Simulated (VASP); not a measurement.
These are PBE GGA, VASP's PBE PAW potentials (set 64) (plane waves; VASP 6.6.1) values and carry that method's errors.

The input files of a VASP run:

**KPOINTS**
```
K-points
0
gamma
 1 1 1
0 0 0
```

**POSCAR**
```
Zn36S36
1
   11.5415791086     0.0000000000     0.0000000000
   -5.7707895543     9.9952992156     0.0000000000
    0.0000000000     0.0000000000    12.6094243424
Zn S
36 36
Direct
  0.1111110000   0.2222220000   0.0002799010
  0.2222220000   0.1111110000   0.2502799010
  0.1111110000   0.2222220000   0.5002799010
  0.2222220000   0.1111110000   0.7502799010
  0.1111110000   0.5555560000   0.0002799010
  0.2222220000   0.4444440000   0.2502799010
  0.1111110000   0.5555560000   0.5002799010
  0.2222220000   0.4444440000   0.7502799010
  0.1111110000   0.8888890000   0.0002799010
  0.2222220000   0.7777780000   0.2502799010
  0.1111110000   0.8888890000   0.5002799010
  0.2222220000   0.7777780000   0.7502799010
  0.4444440000   0.2222220000   0.0002799010
  0.5555560000   0.1111110000   0.2502799010
  0.4444440000   0.2222220000   0.5002799010
  0.5555560000   0.1111110000   0.7502799010
  0.4444440000   0.5555560000   0.0002799010
  0.5555560000   0.4444440000   0.2502799010
  0.4444440000   0.5555560000   0.5002799010
  0.5555560000   0.4444440000   0.7502799010
  0.4444440000   0.8888890000   0.0002799010
  0.5555560000   0.7777780000   0.2502799010
  0.4444440000   0.8888890000   0.5002799010
  0.5555560000   0.7777780000   0.7502799010
  0.7777780000   0.2222220000   0.0002799010
  0.8888890000   0.1111110000   0.2502799010
  0.7777780000   0.2222220000   0.5002799010
  0.8888890000   0.1111110000   0.7502799010
  0.7777780000   0.5555560000   0.0002799010
  0.8888890000   0.4444440000   0.2502799010
  0.7777780000   0.5555560000   0.5002799010
  0.8888890000   0.4444440000   0.7502799010
  0.7777780000   0.8888890000   0.0002799010
  0.8888890000   0.7777780000   0.2502799010
  0.7777780000   0.8888890000   0.5002799010
  0.8888890000   0.7777780000   0.7502799010
  0.1111110000   0.2222220000   0.1872200990
  0.2222220000   0.1111110000   0.4372200990
  0.1111110000   0.2222220000   0.6872200990
  0.2222220000   0.1111110000   0.9372200990
  0.1111110000   0.5555560000   0.1872200990
  0.2222220000   0.4444440000   0.4372200990
  0.1111110000   0.5555560000   0.6872200990
  0.2222220000   0.4444440000   0.9372200990
  0.1111110000   0.8888890000   0.1872200990
  0.2222220000   0.7777780000   0.4372200990
  0.1111110000   0.8888890000   0.6872200990
  0.2222220000   0.7777780000   0.9372200990
  0.4444440000   0.2222220000   0.1872200990
  0.5555560000   0.1111110000   0.4372200990
  0.4444440000   0.2222220000   0.6872200990
  0.5555560000   0.1111110000   0.9372200990
  0.4444440000   0.5555560000   0.1872200990
  0.5555560000   0.4444440000   0.4372200990
  0.4444440000   0.5555560000   0.6872200990
  0.5555560000   0.4444440000   0.9372200990
  0.4444440000   0.8888890000   0.1872200990
  0.5555560000   0.7777780000   0.4372200990
  0.4444440000   0.8888890000   0.6872200990
  0.5555560000   0.7777780000   0.9372200990
  0.7777780000   0.2222220000   0.1872200990
  0.8888890000   0.1111110000   0.4372200990
  0.7777780000   0.2222220000   0.6872200990
  0.8888890000   0.1111110000   0.9372200990
  0.7777780000   0.5555560000   0.1872200990
  0.8888890000   0.4444440000   0.4372200990
  0.7777780000   0.5555560000   0.6872200990
  0.8888890000   0.4444440000   0.9372200990
  0.7777780000   0.8888890000   0.1872200990
  0.8888890000   0.7777780000   0.4372200990
  0.7777780000   0.8888890000   0.6872200990
  0.8888890000   0.7777780000   0.9372200990
```

INCAR:
```
ALGO = Fast
EDIFF = 1E-6
ENCUT = 400
GGA = PE
ISMEAR = 0
LASPH = .TRUE.
LCHARG = .FALSE.
LMAXMIX = 4
LORBIT = 11
LREAL = Auto
LVHAR = .TRUE.
LWAVE = .FALSE.
NELM = 100
NELMIN = 4
PREC = Normal
SIGMA = 0.05
SYMPREC = 1E-4
SYSTEM = Zn36S36
```

POTCAR, in this order: Zn S (PBE.64 set). Program: vasp_gam. Read from the step before: WAVECAR.

**Question.** What will the output report for the number of irreducible k-points (NKPTS), largest plane-wave count, number of space-group operations, FFT grid (NGX, NGY, NGZ)?

**Answer.** 
* **number of irreducible k-points (NKPTS)**: 1
* **largest plane-wave count**: 13230
* **number of space-group operations**: 12
* **FFT grid (NGX, NGY, NGZ)**: 56 × 56 × 64

The cell is a supercell, built from a database entry that may be metastable or hypothetical.
